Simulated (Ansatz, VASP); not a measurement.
**SbW: VASP beside Ansatz**

Wanted: the spread between two codes on one cell, functional and k mesh. The cell is generated by rule, not measured, and may not be a known phase. The cell is taken from a series of runs on this material, whose earlier steps may have relaxed, scaled, displaced or heated it; both programs get it as it stands.

Method: plane waves, with VASP 6.6.1 beside it; zone-centre phonons at PBEsol, in Ansatz 0.2.0.

The structure was built from a prototype and need not be the compound's stable phase.

### 1. Starting point

Symmetry: P-6m2, No. 187, hexagonal system. Conventional cell: a = 3.513 Å, b = 3.513 Å, c = 3.627 Å, α = 90.00°, β = 90.00°, γ = 120.00°. Nearest to W lie 6 Sb at 2.72 Å. Sb has 6 W at 2.72 Å nearest. Farther neighbours are not listed.

As a file:

```cif
data_structure
_symmetry_space_group_name_H-M 'P 1'
_symmetry_Int_Tables_number 1
_cell_length_a 3.5131
_cell_length_b 3.5131
_cell_length_c 3.6266
_cell_angle_alpha 90.000
_cell_angle_beta 90.000
_cell_angle_gamma 120.000
_cell_volume 38.76
loop_
_atom_site_label
_atom_site_type_symbol
_atom_site_fract_x
_atom_site_fract_y
_atom_site_fract_z
_atom_site_occupancy
W1 W 0.00000 0.00000 0.00000 1
Sb2 Sb 0.33333 0.66667 0.50000 1
```

### 2. VASP: zone-centre phonons, PBEsol

Second derivatives magnify differences that forces hide, and they need a tight electronic threshold.

Lines of VASP's logs that name or quote its potential files are left out, and so is its time.

The input, INCAR:

```
SYSTEM = SbW
PREC = Accurate
ENCUT = 600
EDIFF = 1E-08
NELM = 120
ISMEAR = 1
SIGMA = 0.15
LREAL = .FALSE.
ALGO = Normal
GGA = PS
NBANDS = 11
LASPH = .TRUE.
LORBIT = 11
LWAVE = .FALSE.
LCHARG = .FALSE.
ISIF = 2
IBRION = 8
GGA_COMPAT = .FALSE.
KPAR = 2
```

The input, POSCAR:

```
SbW
1.0
    3.5131348361     -0.0000028644      0.0000000000
   -1.7565649374      3.0424654472      0.0000000000
    0.0000000000      0.0000000000      3.6265618163
W Sb
1 1
Direct
    0.0000000000      0.0000000000      0.0000000000
    0.3333333333      0.6666666667      0.5000000000
```

The input, KPOINTS:

```
Automatic mesh
0
Gamma
12 12 10
0 0 0
```

The projector-augmented-wave data sets are W and Sb (PBE family, release 64).

Run with:

```console
$ mpirun -np 2 vasp_std
```

Numbers of over 12 decimals in the logs are rounded to 6 here.

The log of the run:

```text
[banner, memory and clock lines left out]
running    2 mpi-ranks, on    1 nodes
 distrk:  each k-point on    1 cores,    2 groups
 distr:  one band on    1 cores,    1 groups

 POSCAR found type information on POSCAR W Sb
 POSCAR found :  2 types and       2 ions
|                                                                             |
|               ----> ADVICE to this user running VASP <----                  |
|                                                                             |
|     You enforced a specific xc type in the INCAR file but a different       |
|     [... a line on the potential file left out ...]
|     I HOPE YOU KNOW WHAT YOU ARE DOING!                                     |
|                                                                             |

 LDA part: xc-table for (Slater+PW92), standard interpolation
 POSCAR, INCAR and KPOINTS ok, starting setup
 FFT: planning ... GRIDC
 FFT: planning ... GRID_SOFT
 FFT: planning ... GRID
 WAVECAR not read
 entering main loop
       N       E                     dE             d eps       ncg     rms          rms(c)
DAV:   1     0.412197997148E+02    0.41220E+02   -0.46667E+03  2508   0.894E+02
DAV:   2    -0.146160468637E+02   -0.55836E+02   -0.53000E+02  3153   0.185E+02
DAV:   3    -0.176564250809E+02   -0.30404E+01   -0.29347E+01  3109   0.409E+01
DAV:   4    -0.176960739322E+02   -0.39649E-01   -0.39537E-01  2894   0.486E+00
DAV:   5    -0.176964685903E+02   -0.39466E-03   -0.39460E-03  3019   0.506E-01    0.174E+01
DAV:   6    -0.171658714774E+02    0.53060E+00   -0.16728E+00  3034   0.757E+00    0.709E+00
DAV:   7    -0.171060293051E+02    0.59842E-01   -0.78232E-02  2646   0.205E+00    0.332E+00
DAV:   8    -0.170934707360E+02    0.12559E-01   -0.24145E-02  2848   0.926E-01    0.245E-01
DAV:   9    -0.170931854078E+02    0.28533E-03   -0.14217E-03  2676   0.267E-01    0.685E-02
DAV:  10    -0.170931646517E+02    0.20756E-04   -0.10002E-04  2958   0.690E-02    0.150E-02
DAV:  11    -0.170931659255E+02   -0.12738E-05   -0.47896E-06  2831   0.180E-02    0.863E-03
DAV:  12    -0.170931655559E+02    0.36956E-06   -0.31813E-07  2829   0.387E-03    0.136E-03
DAV:  13    -0.170931655518E+02    0.41614E-08   -0.35055E-08  2709   0.133E-03
   1 F= -.17093166E+02 E0= -.17093045E+02  d E =-.361916E-03
 Linear response reoptimize wavefunctions to high precision
DAV:   1    -0.170931655171E+02    0.34667E-07   -0.29084E-09  2361   0.436E-04
DAV:   2    -0.170931655171E+02   -0.10914E-10   -0.15290E-10  1374   0.120E-04
 Linear response DOF=           4
 Linear response progress:
  Degree of freedom:   1/  4
       N       E                     dE             d eps       ncg     rms          rms(c)
RMM:   1    -0.122479881246E+00   -0.12248E+00   -0.96972E-02 17359   0.187E+00
RMM:   2    -0.120954958344E+00    0.15249E-02   -0.13982E-03 14928   0.260E-01    0.126E-01
RMM:   3    -0.120592006699E+00    0.36295E-03   -0.13649E-04 15685   0.724E-02    0.743E-02
RMM:   4    -0.120484556155E+00    0.10745E-03   -0.20546E-04 15515   0.891E-02    0.935E-03
RMM:   5    -0.120529200056E+00   -0.44644E-04   -0.34917E-06 16127   0.123E-02    0.135E-03
RMM:   6    -0.120523136611E+00    0.60634E-05   -0.84691E-08 15920   0.203E-03    0.874E-04
RMM:   7    -0.120520565479E+00    0.25711E-05   -0.17084E-08 16371   0.552E-04    0.518E-05
RMM:   8    -0.120520545599E+00    0.19880E-07   -0.12706E-08 16776   0.763E-05    0.254E-05
RMM:   9    -0.120520435848E+00    0.10975E-06    0.93623E-10 16707   0.271E-05    0.351E-06
RMM:  10    -0.120520433194E+00    0.26541E-08    0.16890E-09 16587   0.607E-06    0.165E-06
 first order change of Fermi-energy  -0.21777E-03
 force on displaced ion       1 direction 1 : -11.600  -0.001   0.000
 Linear response progress:
  Degree of freedom:   2/  4
       N       E                     dE             d eps       ncg     rms          rms(c)
RMM:   1    -0.128205201871E+00   -0.12821E+00   -0.10688E-01  6476   0.191E+00
RMM:   2    -0.125648561211E+00    0.25566E-02   -0.20242E-03  5444   0.298E-01    0.137E-01
RMM:   3    -0.125577433583E+00    0.71128E-04   -0.14464E-04  5743   0.703E-02    0.793E-02
RMM:   4    -0.125813651455E+00   -0.23622E-03   -0.14333E-04  5716   0.742E-02    0.110E-02
RMM:   5    -0.125818214208E+00   -0.45628E-05   -0.59384E-06  5818   0.153E-02    0.336E-03
RMM:   6    -0.125818955859E+00   -0.74165E-06   -0.70771E-08  5970   0.205E-03    0.670E-04
RMM:   7    -0.125817927179E+00    0.10287E-05   -0.56790E-09  5805   0.583E-04    0.979E-05
RMM:   8    -0.125817395373E+00    0.53181E-06    0.53325E-09  6046   0.139E-04    0.244E-05
RMM:   9    -0.125817204928E+00    0.19044E-06    0.10970E-09  5931   0.480E-05    0.564E-06
RMM:  10    -0.125817203766E+00    0.11623E-08    0.10655E-09  6226   0.123E-05    0.264E-06
 first order change of Fermi-energy   0.17387E-02
 force on displaced ion       1 direction 3 :   0.000   0.000 -14.049
 Linear response progress:
  Degree of freedom:   3/  4
       N       E                     dE             d eps       ncg     rms          rms(c)
RMM:   1    -0.240412448465E-01   -0.24041E-01   -0.17551E-02 19213   0.149E+00
RMM:   2    -0.216273478452E-01    0.24139E-02   -0.15628E-03 15301   0.310E-01    0.772E-02
RMM:   3    -0.215984957458E-01    0.28852E-04   -0.40870E-05 15836   0.455E-02    0.455E-02
RMM:   4    -0.215809591446E-01    0.17537E-04   -0.16126E-05 15654   0.252E-02    0.637E-03
RMM:   5    -0.215689491672E-01    0.12010E-04   -0.10925E-07 15959   0.493E-03    0.744E-04
RMM:   6    -0.215668149851E-01    0.21342E-05   -0.63539E-08 16305   0.945E-04    0.224E-04
RMM:   7    -0.215668984261E-01   -0.83441E-07   -0.25462E-08 16181   0.163E-04    0.267E-05
RMM:   8    -0.215668441919E-01    0.54234E-07   -0.21834E-09 16948   0.286E-05    0.115E-05
RMM:   9    -0.215668058329E-01    0.38359E-07   -0.15719E-08 16601   0.101E-05    0.724E-07
RMM:  10    -0.215668038846E-01    0.19484E-08   -0.82607E-09 14670   0.246E-06    0.324E-07
 first order change of Fermi-energy   0.28028E-04
 force on displaced ion       2 direction 1 : -11.600  -0.000   0.000
 Linear response progress:
  Degree of freedom:   4/  4
       N       E                     dE             d eps       ncg     rms          rms(c)
RMM:   1    -0.283236198131E-01   -0.28324E-01    0.38392E-03  7048   0.152E+00
RMM:   2    -0.264396435131E-01    0.18840E-02   -0.16536E-03  5556   0.330E-01    0.895E-02
RMM:   3    -0.264331501950E-01    0.64933E-05   -0.24153E-04  5727   0.854E-02    0.463E-02
RMM:   4    -0.265379105640E-01   -0.10476E-03   -0.89167E-05  5689   0.483E-02    0.121E-02
RMM:   5    -0.265364142796E-01    0.14963E-05   -0.21687E-06  5806   0.948E-03    0.792E-04
RMM:   6    -0.265367770483E-01   -0.36277E-06   -0.32872E-08  5947   0.114E-03    0.457E-04
RMM:   7    -0.265368823936E-01   -0.10535E-06   -0.42540E-09  5810   0.416E-04    0.466E-05
RMM:   8    -0.265370474808E-01   -0.16509E-06    0.36900E-09  5977   0.924E-05    0.192E-05
RMM:   9    -0.265370060867E-01    0.41394E-07    0.56989E-09  6034   0.236E-05    0.355E-06
RMM:  10    -0.265370131550E-01   -0.70683E-08   -0.22256E-09  5631   0.402E-06    0.116E-06
 first order change of Fermi-energy  -0.76557E-03
 force on displaced ion       2 direction 3 :   0.000  -0.000 -14.047
 Linear response finished
```

Parts of OUTCAR (step 2):

```text
ion  position               nearest neighbor table
   1  0.000  0.000  0.000-   2 2.72   2 2.72   2 2.72   2 2.72   2 2.72   2 2.72
   2  0.333  0.667  0.500-   1 2.72   1 2.72   1 2.72   1 2.72   1 2.72   1 2.72

  LATTYP: Found a hexagonal cell.
 ALAT       =     3.5131348361
 C/A-ratio  =     1.0322865434

 Subroutine GETGRP returns: Found 12 space group operations
 (whereof 12 operations were pure point group operations)

The static configuration has the point symmetry D_3h.

 Found    114 irreducible k-points:

   k-points           NKPTS =    114   k-points in BZ     NKDIM =    114   number of bands    NBANDS=     11

   dimension x,y,z NGX =    28 NGY =   28 NGZ =   30
   dimension x,y,z NGXF=    56 NGYF=   56 NGZF=   60

   ENCUT  =  600.0 eV  44.10 Ry    6.64 a.u.   7.02  7.02  7.24*2*pi/ulx,y,z

   NELECT =      11.0000    total number of electrons

 k-points in reciprocal lattice and weights: Automatic mesh
   0.00000000  0.00000000  0.00000000       0.001
   0.08333333  0.00000000  0.00000000       0.004
   0.16666667  0.00000000  0.00000000       0.004
   0.25000000  0.00000000  0.00000000       0.004
   0.33333333 -0.00000000  0.00000000       0.004
   0.41666667  0.00000000  0.00000000       0.004
   0.50000000  0.00000000  0.00000000       0.002
   0.08333333  0.08333333  0.00000000       0.004
   0.16666667  0.08333333  0.00000000       0.008
[...]
0.33333333  0.25000000  0.50000000       0.008
   0.33333333  0.33333333  0.50000000       0.001

 average (electrostatic) potential at core
       1 -36.1670       2 -83.2158

  Total       -0.1132920     -0.1132920     -0.1582875     -0.0000000      0.0000000     -0.0000000
  in kB       -4.6826785     -4.6826785     -6.5424701     -0.0000000      0.0000000     -0.0000000
  external PRESSURE =      -5.3026090 kB  Pullay stress =       0.0000000 kB

  energy-cutoff  :      600.00
  volume of cell :       38.76
      direct lattice vectors                 reciprocal lattice vectors
     3.513134836 -0.000002864  0.000000000     0.284646197  0.164340249  0.000000000
    -1.756564937  3.042465447  0.000000000     0.000000268  0.328680962  0.000000000
     0.000000000  0.000000000  3.626561816     0.000000000  0.000000000  0.275743266

 POSITION                                       TOTAL-FORCE (eV/Angst)
 -----------------------------------------------------------------------------------
      0.00000      0.00000      0.00000         0.000000      0.000000      0.000000
      0.00000      2.02831      1.81328        -0.000000     -0.000000      0.000000
 -----------------------------------------------------------------------------------
    total drift:                                0.000000     -0.000000      0.000000

 Eigenvectors and eigenvalues of the dynamical matrix
 ----------------------------------------------------

   1 f  =    6.846443 THz    43.017467 2PiTHz  228.372740 cm-1    28.314598 meV
             X         Y         Z           dx          dy          dz
      0.000000  0.000000  0.000000    -0.000000    0.000000   -0.631209
      0.000002  2.028309  1.813281     0.000000   -0.000000    0.775613

   2 f  =    6.221474 THz    39.090676 2PiTHz  207.526044 cm-1    25.729939 meV
             X         Y         Z           dx          dy          dz
      0.000000  0.000000  0.000000    -0.117902   -0.620085   -0.000000
      0.000002  2.028309  1.813281     0.144880    0.761973    0.000000

   3 f  =    6.221474 THz    39.090676 2PiTHz  207.526044 cm-1    25.729939 meV
             X         Y         Z           dx          dy          dz
      0.000000  0.000000  0.000000    -0.620085    0.117902    0.000000
      0.000002  2.028309  1.813281     0.761973   -0.144880    0.000000

   4 f/i=    0.000064 THz     0.000404 2PiTHz    0.002146 cm-1     0.000266 meV
             X         Y         Z           dx          dy          dz
      0.000000  0.000000  0.000000    -0.487386   -0.603364   -0.000000
      0.000002  2.028309  1.813281    -0.396630   -0.491011   -0.000000

   5 f/i=    0.000064 THz     0.000404 2PiTHz    0.002146 cm-1     0.000266 meV
             X         Y         Z           dx          dy          dz
      0.000000  0.000000  0.000000    -0.603364    0.487386    0.000000
      0.000002  2.028309  1.813281    -0.491011    0.396630    0.000000

   6 f/i=    0.000200 THz     0.001254 2PiTHz    0.006659 cm-1     0.000826 meV
             X         Y         Z           dx          dy          dz
      0.000000  0.000000  0.000000     0.000000   -0.000000    0.775613
      0.000002  2.028309  1.813281     0.000000   -0.000000    0.631209

 ELASTIC MODULI CONTR FROM IONIC RELAXATION (kBar)
 Direction    XX          YY          ZZ          XY          YZ          ZX
 --------------------------------------------------------------------------------
 XX        -217.1514    217.1514      0.0000     -0.0000     -0.0000      0.0000
 YY         217.1514   -217.1514     -0.0000     -0.0000      0.0000     -0.0000
 ZZ           0.0000     -0.0000     -0.0000      0.0000      0.0000     -0.0000
 XY          -0.0000     -0.0000      0.0000   -217.1514     -0.0000     -0.0000
 YZ          -0.0000      0.0000      0.0000     -0.0000     -0.0000     -0.0000
 ZX           0.0000     -0.0000     -0.0000     -0.0000     -0.0000     -0.0000
 --------------------------------------------------------------------------------
```

(Part 1 of 2 ends here.)

[Lines on the potential files, build, host, timing and source positions are cut from VASP's logs without a mark.]

[Logs are printed without paths, hosts, clocks, repeated set-up lines and the standing remarks that a program may print on its own settings, such as how far it seeks lower states.]

[Hosts, paths, dates, database ids (printed as entryN), source tags and the programs' standing remarks are cut or masked in the printed files.]
